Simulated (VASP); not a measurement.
All values below come from r2SCAN meta-GGA, VASP's PBE PAW potentials (set 64) (plane waves; VASP 6.6.1).

A VASP calculation is set up with these files.

**KPOINTS**
```
Automatic mesh
0
Gamma
17 17 9
0 0 0
```

POSCAR:
```
Co
1.0
  1.2322286402  -2.1342828350   0.0000000000
  1.2322286402   2.1342828350   0.0000000000
  0.0000000000   0.0000000000   4.0180836478
Co
2
Direct
  0.3333330000   0.6666670000   0.2500000000
  0.6666670000   0.3333330000   0.7500000000
```

### INCAR
```
ALGO = Normal
EDIFF = 1E-7
EDIFFG = -0.01
ENCUT = 520
IBRION = 2
ISIF = 4
ISMEAR = 1
ISPIN = 2
LASPH = .TRUE.
LCHARG = .FALSE.
LMAXMIX = 4
LMIXTAU = .TRUE.
LORBIT = 10
LREAL = .FALSE.
LWAVE = .FALSE.
MAGMOM = 1.7 1.7
METAGGA = R2SCAN
NELM = 100
NSW = 30
PREC = Accurate
SIGMA = 0.1
SYSTEM = Co
```

POTCAR, in this order: Co (PBE.64 set). Program: vasp_std.

Task: What does the run give for the energy per atom (σ→0), cell moment, band gap (on the k-mesh)?

Result: 
The energy per atom (σ→0) is -13205 meV/atom and the cell moment is 3.41 μB. The band gap (on the k-mesh) is none (metal, semimetal or under 0.01 eV).

File OSZICAR:
```
...
DAV:   1    -0.264112862418E+02   -0.40692E-03   -0.14143E-02 11237   0.105E+00    0.126E-01
DAV:   2    -0.264109673522E+02    0.31889E-03   -0.22941E-04 12386   0.261E-01    0.667E-02
DAV:   3    -0.264109483532E+02    0.18999E-04   -0.11520E-04 11608   0.126E-01    0.185E-02
DAV:   4    -0.264109535838E+02   -0.52307E-05   -0.15483E-05 11516   0.555E-02    0.481E-03
DAV:   5    -0.264109544879E+02   -0.90407E-06   -0.20749E-06 13471   0.204E-02    0.323E-03
DAV:   6    -0.264109542547E+02    0.23318E-06   -0.36655E-07 10366   0.733E-03    0.172E-03
DAV:   7    -0.264109541641E+02    0.90621E-07   -0.63876E-08  5363   0.376E-03
   2 F= -.26410954E+02 E0= -.26410882E+02  d E =-.747951E-04  mag=     3.4121
```

The compound is Co in the hcp structure. This run relaxes it. Symmetry was kept, so distortions that lower it aren't found.
